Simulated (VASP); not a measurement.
Input:

```
Er
1.0
    1.78000    -3.08305     0.00000
    1.78000     3.08305     0.00000
    0.00000     0.00000     5.59000
Er
2
Direct
  0.33333   0.66667   0.25000
  0.66667   0.33333   0.75000
```

Computed with optB88-vdW, VASP's PBE PAW potentials (set 64) (plane waves; VASP). Settings: 520 eV cut-off, 11×11×6 Γ-centred mesh, first-order Methfessel-Paxton smearing of 0.10 eV, potentials Er_3.

The 4f electrons are frozen in the core of the lanthanide potential, so 4f levels, which can set the real gap, and their magnetism are missing. Energy and stress use the plane-wave basis of the starting cell.

**Question.** The ions, cell shape and volume are relaxed. Predict the relaxed structure.

**Answer.** 
```
Er
1.0
    1.77618    -3.07643     0.00000
    1.77618     3.07643     0.00000
    0.00000     0.00000     5.46074
Er
2
Direct
  0.33333   0.66667   0.25000
  0.66667   0.33333   0.75000
```
Space group P6_3/mmc (194), at a tolerance of 0.03 Å.

**Question.** How do energy and volume change from the first to the last step?

**Answer.** The energy (σ→0) changes by -5.3 meV/atom and the volume by -2.7 %, in 6 ionic steps.

The compound is Er in the hcp structure. This run relaxes it. Symmetry was kept, so distortions that lower it aren't found.
